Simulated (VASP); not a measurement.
The system is Zn4SO3.

```
Zn S O
1.0
     0.00000    0.00000   -5.45535
     3.39026    5.87211    0.00000
     3.32426   -5.83400    0.00000
Zn S O
8 2 6
Direct
  0.55098 0.15296 0.30592
  0.48091 0.14898 0.85072
  0.48555 0.66812 0.33623
  0.48091 0.70174 0.85072
  0.05098 0.34704 0.69408
  0.98091 0.35102 0.14928
  0.98555 0.83188 0.66377
  0.98091 0.79826 0.14928
  0.63203 0.34323 0.68647
  0.13203 0.15677 0.31353
  0.61954 0.34467 0.16700
  0.61451 0.83330 0.66661
  0.61954 0.82233 0.16700
  0.11954 0.15533 0.83300
  0.11451 0.66670 0.33339
  0.11954 0.67767 0.83300
```

The cell was built by a generator and needn't be a form met in nature.

Base run:

- Program: VASP 6.6.1
- Functional: r2SCAN
- Potentials or basis: VASP PAW PBE potentials, release 64 (Zn, S, O)
- Cutoff: 520 eV
- k mesh: 6 × 6 × 6
- Occupations: gaussian, width 0.03 eV
- Spin: no spin polarisation

Its results: band gap on the k mesh 1.24 eV, direct; pressure 0.9 GPa; largest force 0.034 eV/Å.

Q: The run is repeated on the same cell with these changes: functional from r2SCAN to PBEsol. What comes out?

A: Band gap on the k mesh 0.67 eV, direct; pressure 0.1 GPa; largest force 0.005 eV/Å.

r2SCAN gives the wider gap, since meta-GGAs in the generalised Kohn-Sham scheme recover part of the derivative discontinuity.

Caveats: the PAW data sets were made with another functional, which shifts forces and pressure a little.
